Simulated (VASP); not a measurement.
Write the native input for VASP 6.6.1 that does the following.

- Task: relaxation of cell and atoms
- Functional: PBE
- Potentials or basis: VASP PAW PBE potentials, release 64 (Ti_sv, Sn_d, Te)
- Cutoff: 520 eV
- k mesh: 8 × 8 × 8
- Occupations: gaussian, width 0.1 eV
- Spin: no spin polarisation
- Further INCAR settings: ALGO = Normal; EDIFF = 1e-06; IBRION = 2; EDIFFG = -0.01; NSW = 90; ISIF = 3

The structure of Ti2SnTe2 lies in POSCAR:

```
Ti2SnTe2
1.0
    2.3200000000     -7.4220000000      0.0000000000
    2.3200000000      7.4220000000      0.0000000000
    0.0000000000      0.0000000000      3.5450000000
Ti Sn Te
2 1 2
Direct
    0.1902452200      0.8097547800      0.0000000000
    0.8097547800      0.1902452200      0.0000000000
    0.0000000000      0.0000000000      0.0000000000
    0.3400700600      0.6599299400      0.5000000000
    0.6599299400      0.3400700600      0.5000000000
```

The cell was built by a generator and needn't be a form met in nature.

These files were run (other wordings do the same):

INCAR

```
SYSTEM = Ti2SnTe2
PREC = Accurate ; ENCUT = 520
EDIFF = 1E-6 ; ISMEAR = 0
SIGMA = 0.1 ; LREAL = .False.
LASPH = .True. ; NELM = 120
ALGO = Normal ; ISIF = 3
LWAVE = .False. ; LCHARG = .False.
GGA = PE ; IBRION = 2
NSW = 90 ; EDIFFG = -0.01
KPAR = 4
```

KPOINTS

```
regular mesh
0
Gamma
  8 8 8
  0 0 0
```

Potentials or basis: VASP PAW PBE potentials, release 64 (Ti_sv, Sn_d, Te).

The run is started by

```console
$ cat potpaw_PBE.64/Ti_sv/POTCAR potpaw_PBE.64/Sn_d/POTCAR potpaw_PBE.64/Te/POTCAR > POTCAR
$ mpirun -np 4 vasp_std > vasp.out
```

Results of the run:

```yaml
Relaxed_volume: 24.61 Å³/atom
Relaxed_cell: a = 7.818 Å, b = 7.818 Å, c = 3.523 Å, α = 90.00°, β = 90.00°, γ = 145.15°
Space_group_after_relaxing_to_0.05_Å: Cmmm (No. 65)
Energy_gained_by_relaxing: 1.7 meV/atom
Ionic_steps: 13
Pressure_after_relaxing: 0.0 GPa
Largest_force_after_relaxing: 0.005 eV/Å
Band_gap_on_the_k_mesh: none (metal or under the smearing width)
```

Wall time 21 min on 4 MPI ranks on Intel(R) Xeon(R) Platinum 8488C (Sapphire Rapids), on a shared host, peak memory 0.61 GiB a rank.
